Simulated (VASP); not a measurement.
The system is Hf2ZrGe3.

```
Zr Hf Ge
1.0
     3.31000    0.00000    0.00000
     0.00000    3.31000    0.00000
     0.00000    0.00000    9.92000
Zr Hf Ge
1 2 3
Direct
  0.00000 0.00000 0.00000
  0.00000 0.00000 0.33333
  0.00000 0.00000 0.66667
  0.50000 0.50000 0.16667
  0.50000 0.50000 0.83333
  0.50000 0.50000 0.50000
```

The cell was built by a generator and needn't be a form met in nature.

```yaml
Program: VASP 6.6.1
Task: relaxation of cell and atoms
Functional: PBE
Potentials_or_basis: VASP PAW PBE potentials, release 64 (Zr_sv, Hf_pv, Ge_d)
Cutoff: 520 eV
k_mesh: 5 × 5 × 2
Occupations: gaussian, width 0.15 eV
Spin: no spin polarisation
```

At the start: pressure 5.2 GPa; volume 18.11 Å³/atom.

Q: Where does the relaxation end?

A: Over 6 steps the energy falls by 14.0 meV/atom and the volume is 18.92 Å³/atom (+4.5 %); space group P4/mmm (No. 123, to 0.05 Å).

The path:
| step | energy change (eV) | largest force (eV/Å) | pressure (GPa) | volume (Å³) |
| --- | --- | --- | --- | --- |
| 1 | 0.0000 | 0.1381 | 5.25 | 108.68 |
| 2 | -0.0224 | 0.0802 | -4.00 | 118.29 |
| 3 | -0.0836 | 0.1207 | -0.59 | 113.75 |
| 4 | -0.0831 | 0.1216 | 0.28 | 113.25 |
| 5 | -0.0836 | 0.0973 | 0.07 | 113.43 |
| 6 | -0.0838 | 0.0718 | 0.04 | 113.53 |

Final structure:
```
Zr Hf Ge
1.0
     3.35958    0.00000    0.00000
     0.00000    3.35958    0.00000
     0.00000    0.00000   10.05864
Zr Hf Ge
1 2 3
Direct
  0.00000 0.00000 0.00000
  0.00000 0.00000 0.33356
  0.00000 0.00000 0.66644
  0.50000 0.50000 0.16702
  0.50000 0.50000 0.83298
  0.50000 0.50000 0.50000
```

Caveat: the k mesh is coarse (spacing up to 0.38 Å⁻¹), so the values aren't converged.
